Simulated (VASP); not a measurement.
Ta4O:

```
CELL_PARAMETERS angstrom
3.25750 0.00000 0.00000
0.00000 3.25750 0.00000
0.00000 0.00000 7.40934
ATOMIC_POSITIONS crystal
Ta 0.00000 0.00000 0.00000
Ta 0.50000 0.50000 0.21684
Ta 0.50000 0.50000 0.78316
Ta 0.00000 0.00000 0.50000
O 0.50000 0.50000 0.50000
```

The cell comes from a database or a generator and needn't be the stable form of this composition.

Base run:

- Program: VASP 6.6.1
- Functional: PBE
- Potentials or basis: VASP PAW PBE potentials, release 64 (Ta_pv, O)
- Cutoff: 520 eV
- k mesh: 8 × 8 × 4
- Occupations: fermi-dirac, width 0.05 eV
- Spin: no spin polarisation

Its results: band gap on the k mesh none (metal or under the smearing width); pressure -0.5 GPa; largest force 0.052 eV/Å.

**Question.** The run is repeated on the same cell with these changes: functional from PBE to PBEsol. What comes out?

**Answer.** Band gap on the k mesh none (metal or under the smearing width); pressure -7.8 GPa; largest force 0.011 eV/Å.

PBEsol binds more tightly than PBE, so the same cell stands under less pressure.

Caveats: the PAW data sets were made with another functional, which shifts forces and pressure a little (some runs).

Not every run made on this cell is shown here.
